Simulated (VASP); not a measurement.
A convergence study with VASP on CdS (wurtzite): a few settings are varied, all else stays as given below, so the limit is that of these other settings.

```xyz
4
Lattice="2.0700 -3.5853 0.0000 2.0700 3.5853 0.0000 0.0000 0.0000 6.7200" Properties=species:S:1:pos:R:3 pbc="T T T"
Cd     2.0700    -1.1951     3.3600
Cd     2.0700     1.1951     0.0000
S      2.0700    -1.1951     5.8934
S      2.0700     1.1951     2.5334
```

All values below come from PBE GGA, VASP's PBE PAW potentials (set 64) (plane waves; VASP). The last row used: 550 eV cut-off, 13×13×7 Γ-centred mesh, second-order Methfessel-Paxton smearing of 0.40 eV, potentials Cd S.

```csv
setting,E (eV/atom),pressure (GPa),irreducible k-points
"ISMEAR = -1, SIGMA = 0.01, 3×3×2 mesh",-3.0240,3.22,6
"ISMEAR = -1, SIGMA = 0.2, 3×3×2 mesh",…,…,6
"ISMEAR = 0, SIGMA = 0.01, 3×3×2 mesh",-3.0240,3.22,6
"ISMEAR = 0, SIGMA = 0.2, 3×3×2 mesh",-3.0240,3.22,6
"ISMEAR = 1, SIGMA = 0.01, 3×3×2 mesh",-3.0240,3.22,6
"ISMEAR = 1, SIGMA = 0.2, 3×3×2 mesh",-3.0237,3.22,6
"ISMEAR = 2, SIGMA = 0.01, 3×3×2 mesh",-3.0240,3.22,6
"ISMEAR = 2, SIGMA = 0.2, 3×3×2 mesh",-3.0236,3.22,6
"ISMEAR = -1, SIGMA = 0.05, 7×7×4 mesh",-3.0639,2.88,24
"ISMEAR = -1, SIGMA = 0.2, 7×7×4 mesh",-3.0636,2.89,24
"ISMEAR = 0, SIGMA = 0.05, 7×7×4 mesh",-3.0639,2.88,24
"ISMEAR = 0, SIGMA = 0.2, 7×7×4 mesh",-3.0639,2.88,24
"ISMEAR = 1, SIGMA = 0.05, 7×7×4 mesh",-3.0639,2.88,24
"ISMEAR = 1, SIGMA = 0.2, 7×7×4 mesh",-3.0639,2.88,24
"ISMEAR = 2, SIGMA = 0.05, 7×7×4 mesh",-3.0639,2.88,24
"ISMEAR = 2, SIGMA = 0.2, 7×7×4 mesh",-3.0639,2.88,24
"ISMEAR = -1, SIGMA = 0.05, 13×13×7 mesh",-3.0641,2.88,84
"ISMEAR = -1, SIGMA = 0.4, 13×13×7 mesh",-3.0560,3.04,84
"ISMEAR = 0, SIGMA = 0.05, 13×13×7 mesh",-3.0641,2.88,84
"ISMEAR = 0, SIGMA = 0.4, 13×13×7 mesh",-3.0641,2.88,84
"ISMEAR = 1, SIGMA = 0.05, 13×13×7 mesh",-3.0641,2.88,84
"ISMEAR = 1, SIGMA = 0.4, 13×13×7 mesh",-3.0641,…,84
"ISMEAR = 2, SIGMA = 0.05, 13×13×7 mesh",-3.0641,2.88,84
"ISMEAR = 2, SIGMA = 0.4, 13×13×7 mesh",-3.0640,2.88,84
```

Task: What belongs in the gaps?

Result: 
- ISMEAR = -1, SIGMA = 0.2, 3×3×2 mesh, E (eV/atom): -3.0227
- ISMEAR = -1, SIGMA = 0.2, 3×3×2 mesh, pressure (GPa): 3.26
- ISMEAR = 1, SIGMA = 0.4, 13×13×7 mesh, pressure (GPa): 2.84

Left out are rungs that failed or repeat a setting and relaxations that didn't move; long series are thinned to 24 rows.

The compound is CdS in the wurtzite structure. The cell was not relaxed at this level.
